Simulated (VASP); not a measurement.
A 71-atom supercell of AlN (wurtzite) holds N vacancy in charge state +1. It is relaxed twice, with the total moment held at 0 and at 2 μB. Computed with PBE GGA, VASP's PBE PAW potentials (set 64) (plane waves; VASP). Numerical set-up: PREC = Normal, LREAL = Auto, ISYM = 0, NELECT = 282.0, EDIFF = 1E-5, 400 eV cut-off, 1×1×1 Γ-centred mesh, Gaussian smearing of 0.050 eV, potentials Al N.

The cell is charged, with a uniform compensating background. The supercell is sampled at Γ alone, which is coarse: total energies, pressure and levels can be off, energies of defects by several tenths of an eV.

**Question.** Which spin state lies lower, and by how much?

**Answer.** The state with 0 μB lies lower, by 3.20 eV.

The cell is a supercell with a defect, built from AlN (wurtzite).
